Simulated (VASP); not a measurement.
Data:

```yaml
crystal:
  lattice:
    - [0.00000, 2.87907, 2.87907]
    - [2.87907, 0.00000, 2.87907]
    - [2.87907, 2.87907, 0.00000]
  atoms:
    - { symbol: Ge, position: [0.00000, 0.00000, 0.00000] }
    - { symbol: Ge, position: [0.25000, 0.25000, 0.25000] }
```

The numbers are results of PW91 GGA, VASP's PBE PAW potentials (set 64) (plane waves; VASP), not measurements. Numerical set-up: 520 eV cut-off, Gaussian smearing of 0.050 eV, potentials Ge_d.

Task: Give the energies of bands 12 to 17 at the high-symmetry points, in eV from the Fermi level.

Result: 
```tsv
band	Γ	X	U	L	W
12	-0.46	-8.69	-8.13	-7.36	-8.61
13	0.00	-2.89	-4.06	-1.33	-3.66
14	0.00	-2.89	-2.48	-1.33	-3.66
15	0.00	0.81	1.19	0.02	4.11
16	2.53	0.81	3.97	3.72	4.11
17	2.53	9.06	6.88	3.72	4.69
```

It has no gap at this level: it comes out as a metal or semimetal.

Measured: gap 0.79 eV (computed value off by -0.79 eV), as given by Anna Miglio et al., npj Computational Materials (2020), arXiv:2011.12765 [measured zero-point renormalisation of 52 meV added back].

The compound is Ge in the diamond structure. It was relaxed first, which changed the volume by +5 %.
